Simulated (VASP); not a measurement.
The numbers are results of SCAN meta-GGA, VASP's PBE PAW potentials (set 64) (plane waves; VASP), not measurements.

VASP ran on this input.

**KPOINTS_OPT**
```
k-points along high-symmetry lines
6
Line-mode
Reciprocal
  0.000000   0.000000   0.000000 ! GAMMA
  0.500000   0.000000   0.000000 ! M

  0.500000   0.000000   0.000000 ! M
  0.333333   0.333333   0.000000 ! K

  0.333333   0.333333   0.000000 ! K
  0.000000   0.000000   0.000000 ! GAMMA

  0.000000   0.000000   0.000000 ! GAMMA
  0.000000   0.000000   0.500000 ! A

  0.000000   0.000000   0.500000 ! A
  0.500000   0.000000   0.500000 ! L

  0.500000   0.000000   0.500000 ! L
  0.333333   0.333333   0.500000 ! H

  0.333333   0.333333   0.500000 ! H
  0.000000   0.000000   0.500000 ! A

  0.500000   0.000000   0.500000 ! L
  0.500000   0.000000   0.000000 ! M

  0.333333   0.333333   0.500000 ! H
  0.333333   0.333333   0.000000 ! K
```

### POSCAR
```
Te
1
    4.4542898901     0.0000000000     0.0000000000
   -2.2271449450     3.8575280524     0.0000000000
    0.0000000000     0.0000000000     5.9414899236
Te
3
Direct
  0.2681962044   0.0000000000   0.3333330000
  0.0000000000   0.2681962044   0.6666670000
  0.7318037956   0.7318037956   0.0000000000
```

**INCAR**
```
SYSTEM = Te
PREC = Accurate
ENCUT = 400
EDIFF = 1E-7
NELM = 100
ALGO = Normal
LREAL = .FALSE.
LASPH = .TRUE.
ISMEAR = -5
METAGGA = SCAN
LMIXTAU = .TRUE.
LMAXMIX = 4
LWAVE = .FALSE.
LCHARG = .FALSE.
LORBIT = 11
NEDOS = 601
ISIF = 2
LEFG = .TRUE.
```

KPOINTS:
```
kpoints
0
Gamma
  7 7 4
```

POTCAR, in this order: Te (PBE.64 set). Program: vasp_std.

Output

OUTCAR:
```
 ion  position               nearest neighbor table
   1  0.268  0.000  0.333-   3 2.86   2 2.86   3 3.48   3 3.48   2 3.48   2 3.48
   2  0.000  0.268  0.667-   3 2.86   1 2.86   3 3.48   3 3.48   1 3.48   1 3.48
   3  0.732  0.732  0.000-   2 2.86   1 2.86   1 3.48   2 3.48   2 3.48   1 3.48
  LATTYP: Found a hexagonal cell.
 ALAT       =     4.4542898901
 C/A-ratio  =     1.3338803873
 Subroutine PRICEL returns:
 Original cell was already a primitive cell.
 Subroutine GETGRP returns: Found  6 space group operations
The static configuration has the point symmetry C_2 .
 The point group associated with its full space group is D_3 .
The dynamic configuration has the point symmetry C_2 .
 Subroutine INISYM returns: Found  6 space group operations
 Subroutine IBZKPT returns following result:
 Found     28 irreducible k-points:

 Following reciprocal coordinates:
            Coordinates               Weight
  0.000000  0.000000  0.000000      1.000000
  0.142857 -0.000000  0.000000      6.000000
  0.285714  0.000000  0.000000      6.000000
  0.428571  0.000000  0.000000      6.000000
  0.142857  0.142857  0.000000      6.000000
  0.285714  0.142857  0.000000     12.000000
...
```

File OSZICAR:
```
       N       E                     dE             d eps       ncg     rms          rms(c)
DAV:   1    -0.343281588247E+02   -0.34328E+02   -0.57900E+03   728   0.917E+02
DAV:   2    -0.109848076145E+03   -0.75520E+02   -0.72848E+02   963   0.149E+02
DAV:   3    -0.114599604250E+03   -0.47515E+01   -0.47258E+01   868   0.425E+01
DAV:   4    -0.114686347003E+03   -0.86743E-01   -0.86570E-01   959   0.697E+00
DAV:   5    -0.114687398308E+03   -0.10513E-02   -0.10513E-02   871   0.712E-01    0.132E+01
DAV:   6    -0.112011930019E+03    0.26755E+01   -0.35955E-01   728   0.611E+00    0.995E+00
DAV:   7    -0.110671759593E+03    0.13402E+01   -0.15437E+00   733   0.856E+00    0.715E+00
DAV:   8    -0.111721376321E+03   -0.10496E+01   -0.13153E+00   728   0.990E+00    0.125E+00
DAV:   9    -0.111628630124E+03    0.92746E-01   -0.16244E-01   728   0.442E+00    0.183E+00
DAV:  10    -0.111711092253E+03   -0.82462E-01   -0.48728E-02   728   0.261E+00    0.594E-01
DAV:  11    -0.111766441845E+03   -0.55350E-01   -0.10586E-01   728   0.406E+00    0.357E-01
DAV:  12    -0.111762244912E+03    0.41969E-02   -0.11120E-02   738   0.108E+00    0.281E-01
DAV:  13    -0.111763633737E+03   -0.13888E-02   -0.12334E-03   758   0.361E-01    0.962E-02
DAV:  14    -0.111762343549E+03    0.12902E-02   -0.35112E-03   728   0.773E-01    0.471E-02
DAV:  15    -0.111762392595E+03   -0.49047E-04   -0.98322E-04   728   0.427E-01    0.990E-02
DAV:  16    -0.111762655873E+03   -0.26328E-03   -0.10452E-03   728   0.426E-01    0.399E-02
DAV:  17    -0.111762774175E+03   -0.11830E-03   -0.11174E-04   758   0.141E-01    0.412E-02
DAV:  18    -0.111762802680E+03   -0.28505E-04   -0.80347E-05   728   0.120E-01    0.460E-02
DAV:  19    -0.111762800375E+03    0.23048E-05   -0.36734E-06   838   0.234E-02    0.324E-02
DAV:  20    -0.111762806191E+03   -0.58163E-05   -0.67480E-06   728   0.320E-02    0.255E-02
DAV:  21    -0.111762804097E+03    0.20947E-05   -0.58183E-06   733   0.259E-02    0.614E-03
DAV:  22    -0.111762804789E+03   -0.69222E-06   -0.18305E-06   728   0.138E-02    0.458E-03
DAV:  23    -0.111762804149E+03    0.64007E-06   -0.10083E-07   424   0.363E-03    0.362E-03
DAV:  24    -0.111762804127E+03    0.21446E-07   -0.20272E-07   512   0.561E-03
   1 F= -.11176280E+03 E0= -.11176280E+03  d E =0.000000E+00
       N       E                     dE             ncg
       N       E                     dE             ncg
```

**OUTCAR**
```
------------------------ aborting loop because EDIFF is reached ----------------------------------------
  FORCE on cell =-STRESS in cart. coord.  units (eV):
  Direction    XX          YY          ZZ          XY          YZ          ZX
  --------------------------------------------------------------------------------------
  Total       -0.0123165     -0.0123165     -0.0370794     -0.0000000     -0.0000000      0.0000000
  in kB       -0.1932924     -0.1932924     -0.5819159     -0.0000000     -0.0000000      0.0000000
  external PRESSURE =      -0.3228336 kB  Pullay stress =       0.0000000 kB
  volume of cell :      102.09
      direct lattice vectors                 reciprocal lattice vectors
     4.454289890  0.000000000  0.000000000     0.224502676  0.129616685  0.000000000
    -2.227144945  3.857528052  0.000000000     0.000000000  0.259233371  0.000000000
     0.000000000  0.000000000  5.941489924     0.000000000  0.000000000  0.168307952
 POSITION                                       TOTAL-FORCE (eV/Angst)
 -----------------------------------------------------------------------------------
      1.19462      0.00000      1.98049         0.019426     -0.000000      0.000000
     -0.59731      1.03457      3.96100        -0.009713      0.016823     -0.000000
      1.62983      2.82295      0.00000        -0.009713     -0.016823     -0.000000
 -----------------------------------------------------------------------------------
    total drift:                                0.001173      0.001224      0.000015
  FREE ENERGIE OF THE ION-ELECTRON SYSTEM (eV)
  ---------------------------------------------------
  free  energy   TOTEN  =      -111.7628041274 eV

  energy  without entropy=     -111.7628041274  energy(sigma->0) =     -111.76280413

 total charge

# of ion       s       p       d       tot
------------------------------------------
    1        1.421   1.809   0.042   3.272
    2        1.421   1.809   0.042   3.272
    3        1.421   1.809   0.042   3.272
--------------------------------------------------
tot          4.262   5.428   0.126   9.815
```
(Selected blocks of OUTCAR.)

The structure comes from a measured Te entry (P3_121) of the Crystallography Open Database, whose conditions weren't checked. It was relaxed first.
